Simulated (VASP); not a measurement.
# linear Pd chain, spacing 3.025 A: fixed spin moments

Aim: the energy of linear Pd chain, spacing 3.025 A as a function of its total moment.

Main program and level: VASP 6.6.1; PBE, spin-polarised from a ferromagnetic start; plane waves and PAW (Pd), in the first sound run; inputs show where later runs differ.

## (1) Starting point

The cell holds 1 atom: 1 Pd. Its edges and angles: a = 12.000 Å, b = 12.000 Å, c = 3.025 Å, α = 90.0°, β = 90.0°, γ = 90.0°. model lattice. Vacuum lies along a and b. The structure's axis is c.

Structure file:

```
Pd
1.0
    12.00000    0.00000    0.00000
     0.00000   12.00000    0.00000
     0.00000    0.00000    3.02500
Pd
1
Direct
  0.50000 0.50000 0.00000
```

## (2) Free moment

The unconstrained run shows the moment that this start leads to, and gives an energy to count from.

The input, INCAR:

```
SYSTEM = Pd
PREC = Normal
ENCUT = 350
EDIFF = 1E-06
NELM = 150
ISMEAR = 0
SIGMA = 0.05
LREAL = .FALSE.
ALGO = Normal
GGA = PE
NBANDS = 11
ISPIN = 2
MAGMOM = 1
LASPH = .TRUE.
LMAXMIX = 4
LORBIT = 11
LWAVE = .FALSE.
LCHARG = .FALSE.
KPAR = 2
AMIX = 0.2
BMIX = 1E-04
AMIX_MAG = 0.8
BMIX_MAG = 1E-04
NEDOS = 1500
```

The input, POSCAR:

```
Pd
1.0
   12.0000000000      0.0000000000      0.0000000000
    0.0000000000     12.0000000000      0.0000000000
    0.0000000000      0.0000000000      3.0250000000
Pd
1
Direct
    0.5000000000      0.5000000000      0.0000000000
```

The input, KPOINTS:

```
Automatic mesh
0
Gamma
1 1 20
0 0 0
```

The projector-augmented-wave data sets are Pd (PBE family, release 64).

Command:

```sh
mpirun -np 2 vasp_std
```

Log:

```text
[banner, memory and clock lines left out]
running    2 mpi-ranks, on    1 nodes
 distrk:  each k-point on    1 cores,    2 groups
 distr:  one band on    1 cores,    1 groups

 POSCAR found type information on POSCAR Pd
 POSCAR found :  1 types and       1 ions
 LDA part: xc-table for (Slater+PW92), standard interpolation
 POSCAR, INCAR and KPOINTS ok, starting setup
 FFT: planning ... GRIDC
 FFT: planning ... GRID_SOFT
 FFT: planning ... GRID
 WAVECAR not read
 entering main loop
       N       E                     dE             d eps       ncg     rms          rms(c)
DAV:   1     0.634739103630E+02    0.63474E+02   -0.17568E+03   484   0.379E+02
DAV:   2     0.411115765317E+01   -0.59363E+02   -0.52618E+02   914   0.587E+01
DAV:   3    -0.234959613243E+01   -0.64608E+01   -0.60558E+01   565   0.387E+01
DAV:   4    -0.243478014287E+01   -0.85184E-01   -0.85097E-01   568   0.543E+00
DAV:   5    -0.243717449544E+01   -0.23944E-02   -0.23941E-02   597   0.921E-01    0.514E+00
DAV:   6    -0.223062960232E+01    0.20654E+00   -0.97771E-01   505   0.604E+00    0.181E+00
DAV:   7    -0.223136895776E+01   -0.73936E-03   -0.13293E-02   532   0.561E-01    0.159E+00
DAV:   8    -0.223196216444E+01   -0.59321E-03   -0.95614E-02   543   0.175E+00    0.934E-01
DAV:   9    -0.222418269330E+01    0.77795E-02   -0.19476E-02   502   0.727E-01    0.523E-01
DAV:  10    -0.222585775024E+01   -0.16751E-02   -0.55365E-03   490   0.423E-01    0.188E-01
DAV:  11    -0.222621630298E+01   -0.35855E-03   -0.98194E-04   508   0.185E-01    0.107E-01
DAV:  12    -0.222644289447E+01   -0.22659E-03   -0.20654E-04   487   0.920E-02    0.729E-02
DAV:  13    -0.222655225400E+01   -0.10936E-03   -0.33477E-05   496   0.417E-02    0.589E-02
DAV:  14    -0.222648414783E+01    0.68106E-04   -0.10038E-04   490   0.665E-02    0.276E-02
DAV:  15    -0.222654585249E+01   -0.61705E-04   -0.45266E-05   490   0.414E-02    0.753E-03
DAV:  16    -0.222657373224E+01   -0.27880E-04   -0.28016E-06   493   0.150E-02    0.253E-03
DAV:  17    -0.222657968166E+01   -0.59494E-05   -0.54217E-07   496   0.686E-03    0.141E-03
DAV:  18    -0.222657952345E+01    0.15821E-06   -0.15822E-07   447   0.335E-03
   1 F= -.22265795E+01 E0= -.22238452E+01  d E =-.546864E-02  mag=     0.7019
```

It took 13 s on 2 MPI ranks of Intel Xeon 6975P-C (Granite Rapids), shared host; peak memory 0.49 GiB; 25 s of CPU time.

The logs omit lines about the potential files and the build; timing stands in the text.

From OUTCAR (step 2):

```text
ion  position               nearest neighbor table
   1  0.500  0.500  0.000-

  LATTYP: Found a simple tetragonal cell.
 ALAT       =    12.0000000000
 C/A-ratio  =     0.2520833333

 Subroutine GETGRP returns: Found 16 space group operations
 (whereof 16 operations were pure point group operations)

The static configuration has the point symmetry D_4h.

 Found     11 irreducible k-points:

   k-points           NKPTS =     11   k-points in BZ     NKDIM =     11   number of bands    NBANDS=     11

   dimension x,y,z NGX =    56 NGY =   56 NGZ =   14
   dimension x,y,z NGXF=   112 NGYF=  112 NGZF=   28

   ENCUT  =  350.0 eV  25.72 Ry    5.07 a.u.  18.31 18.31  4.61*2*pi/ulx,y,z

   NELECT =      10.0000    total number of electrons

 k-points in reciprocal lattice and weights: Automatic mesh
   0.00000000  0.00000000  0.00000000       0.050
   0.00000000  0.00000000  0.05000000       0.100
   0.00000000  0.00000000  0.10000000       0.100
   0.00000000  0.00000000  0.15000000       0.100
   0.00000000  0.00000000  0.20000000       0.100
   0.00000000  0.00000000  0.25000000       0.100
   0.00000000  0.00000000  0.30000000       0.100
   0.00000000  0.00000000  0.35000000       0.100
   0.00000000  0.00000000  0.40000000       0.100
   0.00000000  0.00000000  0.45000000       0.100
   0.00000000  0.00000000  0.50000000       0.050

 average (electrostatic) potential at core
       1 -82.7691

 E-fermi :  -4.2682

 spin component 1
 k-point     1 :       0.0000    0.0000    0.0000
  band No.  band energies     occupation
    ...
      2      -5.0086      1.00000
      3      -5.0085      1.00000
      4      -4.6421      1.00000
      5      -4.5297      1.00000
      6      -4.5297      1.00000
      7      -1.0685      0.00000
      8      -1.0685      0.00000
      9       0.1806      0.00000
     10       0.8611      0.00000
     11       1.5258      0.00000

 k-point     2 :       0.0000    0.0000    0.0500
  band No.  band energies     occupation
    ...
      2      -5.0032      1.00000
      3      -5.0032      1.00000
      4      -4.6166      1.00000
      5      -4.5667      1.00000
      6      -4.5667      1.00000
      7      -1.0095      0.00000
      8      -1.0095      0.00000
      9       0.2208      0.00000
     10       0.9017      0.00000
     11       1.5687      0.00000

 k-point     3 :       0.0000    0.0000    0.1000
  band No.  band energies     occupation
    ...
      2      -4.9875      1.00000
      3      -4.9875      1.00000
      4      -4.6691      1.00000
      5      -4.6691      1.00000
      6      -4.5383      1.00000
      7      -0.8387      0.00000
      8      -0.8387      0.00000
      9       0.3416      0.00000
     10       1.0233      0.00000
     11       1.6882      0.00000

 k-point     4 :       0.0000    0.0000    0.1500
  band No.  band energies     occupation
    ...
      2      -4.9631      1.00000
      3      -4.9630      1.00000
      4      -4.8171      1.00000
      5      -4.8171      1.00000
      6      -4.4000      0.99990
      7      -0.5700      0.00000
      8      -0.5700      0.00000
      9       0.5432      0.00000
     10       1.2260      0.00000
     11       1.8876      0.00000

 k-point     5 :       0.0000    0.0000    0.2000
  band No.  band energies     occupation
      1      -5.8070      1.00000
      2      -4.9877      1.00000
      3      -4.9877      1.00000
      4      -4.9321      1.00000
      5      -4.9320      1.00000
      6      -4.1854      0.00961
      7      -0.2174      0.00000
      8      -0.2174      0.00000
      9       0.8258      0.00000
     10       1.5100      0.00000
    ...

 k-point     6 :       0.0000    0.0000    0.2500
  band No.  band energies     occupation
      1      -5.4911      1.00000
      2      -5.1609      1.00000
      3      -5.1609      1.00000
      4      -4.8975      1.00000
      5      -4.8975      1.00000
      6      -3.8658      0.00000
      7       0.2083      0.00000
      8       0.2083      0.00000
      9       1.1898      0.00000
     10       1.8754      0.00000
    ...

  Total       -0.1221629     -0.1221629     -2.9081155     -0.0000000      0.0000000     -0.0000000
  in kB       -0.4493265     -0.4493265    -10.6963193     -0.0000000      0.0000000     -0.0000000
  external PRESSURE =      -3.8649907 kB  Pullay stress =       0.0000000 kB

  energy-cutoff  :      350.00
  volume of cell :      435.60
      direct lattice vectors                 reciprocal lattice vectors
    12.000000000  0.000000000  0.000000000     0.083333333  0.000000000  0.000000000
     0.000000000 12.000000000  0.000000000     0.000000000  0.083333333  0.000000000
     0.000000000  0.000000000  3.025000000     0.000000000  0.000000000  0.330578512

 POSITION                                       TOTAL-FORCE (eV/Angst)
 -----------------------------------------------------------------------------------
      6.00000      6.00000      0.00000         0.000000      0.000000      0.000000
 -----------------------------------------------------------------------------------
    total drift:                                0.000000      0.000000      0.000000

  FREE ENERGIE OF THE ION-ELECTRON SYSTEM (eV)
  ---------------------------------------------------
  free  energy   TOTEN  =        -2.2265795234 eV

  energy  without entropy=       -2.2211108798  energy(sigma->0) =       -2.22384520

 total charge
# of ion       s       p       d       tot
------------------------------------------
    1        0.210   0.034   8.764   9.007

 magnetization (x)
# of ion       s       p       d       tot
------------------------------------------
    1        0.115  -0.001   0.406   0.521

[... 6 further parts left out ...]
```

This step gave:

```yaml
electronic_cycles: 18
electrons: 10
free_energy_toten: -2.227 eV
energy_at_zero_smearing: -2.224 eV
fermi_energy: -4.268 eV
moment_of_the_cell_from_the_last_line_of_the_log: 0.7019 μB
labelled_metallic_from_the_levels_on_this_mesh: yes
dos_at_the_fermi_level: 4.284 states/eV/cell
```

Spin moment in the PAW sphere by atom:

| atom | spin moment in the PAW sphere (μB) |
| --- | --- |
| Pd1 | 0.521 |

The density of states has structure finer than the step of the table below, so its rows give means over 0.25 eV, whole bins alone (the curve runs from -2.81 to 5.77 eV). Peaks (eV: height): total up -1.361: 3.48, -0.717: 10.9, -0.556: 10.9, 4.479: 4.03; total down -1.079: 3.86, -0.394: 9.44, -0.233: 9.50, 0.008: 4.21; Pd s up -0.354: 0.536, 0.089: 0.392, 0.411: 0.391, 0.854: 0.373; Pd s down 0.089: 0.559, 0.290: 0.335, 0.733: 0.349, 1.176: 0.351; Pd p up 3.230: 0.318, 3.432: 0.278, 3.714: 0.420, 5.526: 0.256.

Means over bins of 0.040 eV. Density of states against energy, zero at the Fermi level; means over each step; 7 of 8 lines; values in states/eV/cell:

| energy (eV) | total up | total down | Pd s up | Pd s down | Pd p up | Pd p down | Pd d up |
| --- | --- | --- | --- | --- | --- | --- | --- |
| -2.50 | 0.00165 | 0 | 1.6e-4 | 0 | 0 | 0 | 0.00122 |
| -2.25 | 0.639 | 0 | 0.0576 | 0 | 0.00115 | 0 | 0.477 |
| -2.00 | 0.442 | 0.440 | 0.0314 | 0.0543 | 0.00407 | 5.8e-4 | 0.341 |
| -1.75 | 0.337 | 0.564 | 0.0172 | 0.0628 | 0.00537 | 0.00394 | 0.271 |
| -1.50 | 0.880 | 0.399 | 0.00952 | 0.0330 | 0.00879 | 0.00732 | 0.767 |
| -1.25 | 2.70 | 0.510 | 0.00146 | 0.0131 | 0.0119 | 0.00715 | 2.42 |
| -1.00 | 1.74 | 2.58 | 0.00106 | 0.00741 | 0.0117 | 0.00656 | 1.57 |
| -0.75 | 5.70 | 1.66 | 0.00881 | 0.00620 | 0.00954 | 0.0165 | 5.22 |
| -0.50 | 6.49 | 3.92 | 0.117 | 6.0e-5 | 0.00654 | 0.0145 | 5.86 |
| -0.25 | 2.44 | 7.26 | 0.346 | 0.00373 | 0.00516 | 0.0101 | 1.53 |
| 0.00 | 0.514 | 3.14 | 0.187 | 0.205 | 0.00954 | 0.00586 | 0.0439 |
| 0.25 | 0.169 | 1.07 | 0.0628 | 0.264 | 0.00623 | 0.00455 | 0.00669 |
| 0.50 | 0.298 | 0.404 | 0.111 | 0.137 | 0.0135 | 0.00760 | 0.00644 |
| 0.75 | 0.251 | 0.402 | 0.0882 | 0.142 | 0.0196 | 0.0160 | 8.9e-5 |
| 1.00 | 0.151 | 0.0810 | 0.0529 | 0.0281 | 0.0118 | 0.00599 | 3.9e-5 |
| 1.25 | 0.00438 | 0.323 | 0.00135 | 0.112 | 5.2e-4 | 0.0240 | 3.0e-5 |
| 1.50 | 0.398 | 0.00175 | 0.122 | 5.3e-4 | 0.0468 | 2.1e-4 | 0.00319 |
| 1.75 | 0 | 0.400 | 0 | 0.122 | 0 | 0.0473 | 0 |
| 2.00 | 0.0102 | 2.6e-4 | 0.00253 | 7.8e-5 | 0.00166 | 3.1e-5 | 2.6e-4 |
| 2.25 | 0.393 | 0.00768 | 0.0972 | 0.00187 | 0.0637 | 0.00129 | 0.00983 |
| 2.50 | 5.0e-5 | 0.394 | 1.2e-5 | 0.0958 | 8.0e-6 | 0.0663 | 0 |
| 2.75 | 0 | 1.0e-5 | 0 | 2.4e-6 | 0 | 1.6e-6 | 0 |
| 3.00 | 0.405 | 8.0e-5 | 0.0637 | 1.3e-5 | 0.0889 | 1.9e-5 | 0.0122 |
| 3.25 | 1.30 | 0.397 | 0.00303 | 0.0609 | 0.174 | 0.0942 | 0.00525 |
| 3.50 | 0.763 | 1.18 | 0 | 0.00110 | 0.101 | 0.154 | 0.0108 |
| 3.75 | 0.963 | 0.948 | 0 | 0 | 0.166 | 0.145 | 0.0186 |
| 4.00 | 0.768 | 0.900 | 0 | 0 | 0.0924 | 0.132 | 0.0239 |
| 4.25 | 0.0577 | 0.569 | 4.8e-4 | 0 | 0.00533 | 0.0662 | 0.00154 |
| 4.50 | 1.84 | 0.307 | 0.102 | 0.00157 | 0.0936 | 0.0275 | 0.0593 |
| 4.75 | 0.533 | 1.81 | 0.0129 | 0.0677 | 0.00180 | 0.0901 | 0.00288 |
| 5.00 | 1.28 | 0.539 | 0.00857 | 0.0449 | 0.0943 | 0.00175 | 0.0297 |
| 5.25 | 1.36 | 1.43 | 0.0998 | 0.00802 | 0.0547 | 0.0906 | 0.0484 |
| 5.50 | 1.60 | 1.25 | 0.00863 | 0.104 | 0.0984 | 0.0492 | 0.0289 |

The density of states is cut at 5.8 eV, since the bands computed begin to run out above.

## (3) Fixed spin moment, fixed moment 0

This step: PBE, spin-polarised, total moment fixed; plane waves and PAW (Pd) (VASP 6.6.1).

NUPDOWN fixes the difference of up and down electrons.

INCAR: that of step 2 with these lines changed.

```diff
@@ -12,3 +12,3 @@
 ISPIN = 2
-MAGMOM = 1
+MAGMOM = 0
 LASPH = .TRUE.
@@ -23,2 +23,2 @@
 BMIX_MAG = 1E-04
-NEDOS = 1500
+NUPDOWN = 0
```

POSCAR is that of step 2.

KPOINTS is that of step 2.

Command:

```sh
mpirun -np 2 vasp_std
```

Log:

```text
[... set-up lines as in an earlier step ...]
 entering main loop
       N       E                     dE             d eps       ncg     rms          rms(c)
DAV:   1     0.633965090669E+02    0.63397E+02   -0.18799E+03   484   0.403E+02
DAV:   2     0.428260971525E+01   -0.59114E+02   -0.52840E+02   914   0.582E+01
DAV:   3    -0.247801671649E+01   -0.67606E+01   -0.61787E+01   571   0.386E+01
DAV:   4    -0.256954515006E+01   -0.91528E-01   -0.91516E-01   567   0.556E+00
DAV:   5    -0.257194918658E+01   -0.24040E-02   -0.24038E-02   606   0.904E-01    0.358E+00
DAV:   6    -0.221752086809E+01    0.35443E+00   -0.11358E+00   496   0.637E+00    0.176E+00
DAV:   7    -0.220467028398E+01    0.12851E-01   -0.95564E-03   511   0.485E-01    0.138E+00
DAV:   8    -0.219773315543E+01    0.69371E-02   -0.30572E-02   490   0.105E+00    0.722E-01
DAV:   9    -0.220177450441E+01   -0.40413E-02   -0.11179E-01   514   0.124E+00    0.104E+00
DAV:  10    -0.219239514567E+01    0.93794E-02   -0.10706E-02   502   0.686E-01    0.151E-01
DAV:  11    -0.219273535360E+01   -0.34021E-03   -0.93682E-04   508   0.172E-01    0.677E-02
DAV:  12    -0.219276189534E+01   -0.26542E-04   -0.29913E-05   514   0.448E-02    0.344E-02
DAV:  13    -0.219277965024E+01   -0.17755E-04   -0.62885E-06   544   0.152E-02    0.396E-02
DAV:  14    -0.219267522946E+01    0.10442E-03   -0.38350E-05   505   0.548E-02    0.139E-02
DAV:  15    -0.219274217377E+01   -0.66944E-04   -0.12394E-05   496   0.363E-02    0.396E-03
DAV:  16    -0.219275476753E+01   -0.12594E-04   -0.83872E-07   496   0.946E-03    0.184E-03
DAV:  17    -0.219275533442E+01   -0.56689E-06   -0.10849E-07   504   0.216E-03
   1 F= -.21927553E+01 E0= -.21857485E+01  d E =-.140137E-01  mag=    -0.0000
```

Elapsed: 17 s, on 2 MPI ranks; peak memory 0.48 GiB.

Parts of OUTCAR (step 3):

```text
The static configuration has the point symmetry D_4h.

 Found     11 irreducible k-points:

   NELECT =      10.0000    total number of electrons

 E-fermi :  -4.3263

 spin component 1
 k-point     1 :       0.0000    0.0000    0.0000
  band No.  band energies     occupation
      1      -6.2888      1.00000
      2      -4.8074      1.00000
      3      -4.8074      1.00000
      4      -4.3935      0.97147
      5      -4.3139      0.36388
      6      -4.3139      0.36388
      7      -0.9298      0.00000
      8      -0.9298      0.00000
      9       0.2548      0.00000
    ...

 k-point     2 :       0.0000    0.0000    0.0500
  band No.  band energies     occupation
    ...
      2      -4.8020      1.00000
      3      -4.8020      1.00000
      4      -4.3697      0.89053
      5      -4.3515      0.76310
      6      -4.3515      0.76310
      7      -0.8705      0.00000
      8      -0.8705      0.00000
      9       0.2950      0.00000
     10       0.9791      0.00000
     11       1.6372      0.00000

 k-point     3 :       0.0000    0.0000    0.1000
  band No.  band energies     occupation
      1      -6.0770      1.00000
      2      -4.7862      1.00000
      3      -4.7862      1.00000
      4      -4.4557      0.99988
      5      -4.4557      0.99988
      6      -4.2967      0.20232
      7      -0.6991      0.00000
      8      -0.6991      0.00000
      9       0.4157      0.00000
     10       1.1007      0.00000
    ...

 k-point     4 :       0.0000    0.0000    0.1500
  band No.  band energies     occupation
      1      -5.8263      1.00000
      2      -4.7616      1.00000
      3      -4.7615      1.00000
      4      -4.6060      1.00000
      5      -4.6060      1.00000
      6      -4.1690      0.00000
      7      -0.4296      0.00000
      8      -0.4296      0.00000
      9       0.6171      0.00000
     10       1.3035      0.00000
    ...

  Total       -0.1228227     -0.1228227     -2.8613396      0.0000000      0.0000000     -0.0000000
  in kB       -0.4517534     -0.4517534    -10.5242732      0.0000000      0.0000000     -0.0000000
  external PRESSURE =      -3.8092600 kB  Pullay stress =       0.0000000 kB

  FREE ENERGIE OF THE ION-ELECTRON SYSTEM (eV)
  ---------------------------------------------------
  free  energy   TOTEN  =        -2.1927553344 eV

  energy  without entropy=       -2.1787416571  energy(sigma->0) =       -2.18574850

 total charge
# of ion       s       p       d       tot
------------------------------------------
    1        0.195   0.033   8.788   9.017

 magnetization (x)
# of ion       s       p       d       tot
------------------------------------------
    1        0.000   0.000  -0.000  -0.000

[... 9 parts as in an earlier step ...]

[... 9 further parts left out ...]
```

Numbers from this step:

```yaml
electronic_cycles: 17
free_energy_toten: -2.193 eV
energy_at_zero_smearing: -2.186 eV
```

The spin moment in the PAW sphere vanishes on all atoms.

Energy at zero smearing: -2.18575 eV.

(Continued in part 2 of 2.)

[Lines on the potential files, build, host, timing and source positions are cut from VASP's logs without a mark.]

[Logs are printed without paths, hosts, clocks, repeated set-up lines and the standing remarks that a program may print on its own settings, such as how far it seeks lower states.]

[Hosts, paths, dates, database ids (printed as entryN), source tags and the programs' standing remarks are cut or masked in the printed files.]

[In band tables of VASP the shares of atoms and orbitals are scaled to a sum of 1 inside the atoms' spheres.]

[Runs that stopped without an error message from VASP are left out.]
